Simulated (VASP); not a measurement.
Output of a VASP run:

**OUTCAR**
```
 ion  position               nearest neighbor table
   1  0.667  0.333  0.385-   2 2.34   2 2.34   2 2.34   4 2.44
   2  0.000  0.000  0.357-   1 2.34   1 2.34   1 2.34
   3  0.333  0.667  0.516-   4 2.36   4 2.36   4 2.36   6 2.44
   4  0.667  0.333  0.484-   3 2.36   3 2.36   3 2.36   1 2.44
   5  0.000  0.000  0.643-   6 2.34   6 2.34   6 2.34
   6  0.333  0.667  0.615-   5 2.34   5 2.34   5 2.34   3 2.44
  LATTYP: Found a hexagonal cell.
 ALAT       =     3.8668412087
 C/A-ratio  =     6.3554376132
 Subroutine PRICEL returns:
 Original cell was already a primitive cell.
 Subroutine GETGRP returns: Found 12 space group operations
The static configuration has the point symmetry D_3d.
The dynamic configuration has the point symmetry D_3d.
 Subroutine INISYM returns: Found 12 space group operations
 Subroutine IBZKPT returns following result:
 Found     10 irreducible k-points:

 Following reciprocal coordinates:
            Coordinates               Weight
  0.000000  0.000000  0.000000      1.000000
  0.125000  0.000000  0.000000      6.000000
  0.250000  0.000000  0.000000      6.000000
  0.375000 -0.000000  0.000000      6.000000
  0.500000  0.000000  0.000000      3.000000
  0.125000  0.125000  0.000000      6.000000
  0.250000  0.125000  0.000000     12.000000
  0.375000  0.125000  0.000000     12.000000
  0.250000  0.250000  0.000000      6.000000
  0.375000  0.250000  0.000000      6.000000
   k-points           NKPTS =     10   k-points in BZ     NKDIM =     10   number of bands    NBANDS=     16
   number of dos      NEDOS =    301   number of ions     NIONS =      6
   total plane-waves  NPLWV =  48000
   dimension x,y,z NGX =    20 NGY =   20 NGZ =  120
   dimension x,y,z NGXF=    40 NGYF=   40 NGZF=  240
   ions per type =               6
   PREC   = normal    normal or accurate (medium, high low for compatibility)
   ISTART =      1    job   : 0-new  1-cont  2-samecut
   ICHARG =      0    charge: 1-file 2-atom 10-const
   ISPIN  =      1    spin polarized calculation?
   LNONCOLLINEAR =      F non collinear calculations
   LSORBIT =      F    spin-orbit coupling
   INIWAV =      1    electr: 0-lowe 1-rand  2-diag
   ENCUT  =  400.0 eV  29.40 Ry    5.42 a.u.   6.31  6.31 40.08*2*pi/ulx,y,z
   NELM   =    100;   NELMIN=  4; NELMDL=  0     # of ELM steps
   EDIFF  = 0.1E-05   stopping-criterion for ELM
   LREAL  =      F    real-space projection
   NLSPLINE    = F    spline interpolate recip. space projectors
   LMAXMIX     =    2 max onsite mixed and CHGCAR
   VOSKOWN=      0    Vosko Wilk Nusair interpolation
   EDIFFG = 0.1E-04   stopping-criterion for IOM
   NSW    =      0    number of steps for IOM
   NBLOCK =      1;   KBLOCK =      1    inner block; outer block
   IBRION =     -1    ionic relax: 0-MD 1-quasi-New 2-CG
   NFREE  =      0    steps in history (QN), initial steepest desc. (CG)
   ISIF   =      2    stress and relaxation
   ISYM   =      2    0-nonsym 1-usesym 2-fastsym
   TEIN   =    0.0    initial temperature
   TEBEG  =    0.0;   TEEND  =   0.0 temperature during run
   SMASS  =  -3.00    Nose mass-parameter (am)
   PSTRESS=    0.0 pullay stress
   NELECT =      24.0000    total number of electrons
   EFERMI =   0.00;   METHOD = LEGACY
   ISMEAR =     1;   SIGMA  =   0.10  broadening in eV -4-tet -1-fermi 0-gaus
   IALGO  =     38    algorithm
   LDIAG  =      T    sub-space diagonalisation (order eigenvalues)
   IMIX   =      4    mixing-type and parameters
     AMIX     =   0.40;   BMIX     =  1.00
     AMIX_MAG =   1.60;   BMIX_MAG =  1.00
     AMIN     =   0.10
   GGA     = PE    functional components
   VOSKOWN =     0    Vosko Wilk Nusair interpolation
   LHFCALC =     F    Hartree Fock is set to
   LHFONE  =     F    Hartree Fock one center treatment
   AEXX    =    0.0000 exact exchange contribution
   IVDW    =     0    specifies the selected vdW correction
   LEPSILON=     F    determine dielectric tensor
   LRPA    =     F    only Hartree local field effects (RPA)
  energy-cutoff  :      400.00
...
```

OSZICAR:
```
       N       E                     dE             d eps       ncg     rms          rms(c)
DAV:   1    -0.301548495718E+02   -0.30155E+02   -0.17600E-05   480   0.300E-02    0.360E-03
DAV:   2    -0.301548482264E+02    0.13454E-05   -0.80890E-06   416   0.183E-02    0.165E-03
DAV:   3    -0.301548481674E+02    0.59010E-07   -0.95316E-07   240   0.664E-03    0.132E-03
DAV:   4    -0.301548481804E+02   -0.13030E-07   -0.31812E-07   200   0.379E-03
   1 F= -.30154848E+02 E0= -.30156063E+02  d E =0.364470E-02
```

**OUTCAR**
```
------------------------ aborting loop because EDIFF is reached ----------------------------------------
  FORCE on cell =-STRESS in cart. coord.  units (eV):
  Direction    XX          YY          ZZ          XY          YZ          ZX
  --------------------------------------------------------------------------------------
  Total       -0.2171981     -0.2171982     -0.2606938     -0.0000000      0.0000000     -0.0000000
  in kB       -1.0935069     -1.0935071     -1.3124905     -0.0000002      0.0000000     -0.0000000
  external PRESSURE =      -1.1665015 kB  Pullay stress =       0.0000000 kB
  volume of cell :      318.23
      direct lattice vectors                 reciprocal lattice vectors
     3.866841209  0.000000000  0.000000000     0.258609016  0.149307935  0.000000000
    -1.933420101  3.348782961  0.000000000     0.000000000  0.298615948  0.000000000
     0.000000000  0.000000000 24.575468062     0.000000000  0.000000000  0.040690985
 POSITION                                       TOTAL-FORCE (eV/Angst)
 -----------------------------------------------------------------------------------
      1.93342      1.11626      9.46751         0.000000     -0.000000      0.017870
      0.00000      0.00000      8.78054         0.000000     -0.000000      0.019088
     -0.00000      2.23252     12.67072         0.000000      0.000000     -0.011839
      1.93342      1.11626     11.90475        -0.000000     -0.000000      0.011839
      0.00000      0.00000     15.79493         0.000000      0.000000     -0.019088
     -0.00000      2.23252     15.10796        -0.000000      0.000000     -0.017870
 -----------------------------------------------------------------------------------
    total drift:                               -0.000000      0.000000      0.000000
  FREE ENERGIE OF THE ION-ELECTRON SYSTEM (eV)
  ---------------------------------------------------
  free  energy   TOTEN  =       -30.1548481804 eV

  energy  without entropy=      -30.1584928780  energy(sigma->0) =      -30.15606308

 total charge

# of ion       s       p       d       tot
------------------------------------------
    1        0.760   0.905   0.000   1.665
    2        0.794   0.861   0.000   1.655
    3        0.771   0.895   0.000   1.666
    4        0.771   0.895   0.000   1.666
    5        0.794   0.861   0.000   1.655
    6        0.760   0.905   0.000   1.665
--------------------------------------------------
tot          4.652   5.320   0.000   9.973
```
(Selected blocks of OUTCAR.)

File POSCAR:
```
Si(111) slab
1
    3.8668412087     0.0000000000     0.0000000000
   -1.9334201009     3.3487829607     0.0000000000
    0.0000000000     0.0000000000    24.5754680622
Si
6
Direct
  0.6666670000   0.3333330000   0.3852421492
  0.0000000000   1.0000000000   0.3572886859
  0.3333330000   0.6666670000   0.5155839838
  0.6666670000   0.3333330000   0.4844160162
  0.0000000000   0.0000000000   0.6427113141
  0.3333330000   0.6666670000   0.6147578508
```

### Question
Reconstruct the remaining input files.

### Answer
Several could match; the one computed here: the input of the run itself, PBE GGA, plane waves, VASP's PBE PAW potentials (set 64).

File KPOINTS:
```
kpoints
0
G
  8 8 1
```

### INCAR
```
! general
SYSTEM = Si(111) slab
PREC   = Normal
ENCUT  = 400
LREAL  = .False.
LASPH  = .True.

! electronic loop
EDIFF  = 1E-6
NELM   = 100
NELMIN = 4
ALGO   = Normal

! smearing
ISMEAR = 1
SIGMA  = 0.1

! functional
GGA    = PE

! output
LWAVE  = .False.
LCHARG = .False.
LORBIT = 11
LVHAR  = .True.

! other
LDIPOL = .True.
IDIPOL = 3
DIPOL  = 0.5 0.5 0.5
```

POTCAR, in this order: Si (PBE.64 set). Program: vasp_std. Read from the step before: WAVECAR.

The cell is a thin slab with vacuum, built from Si (diamond): (111) face.
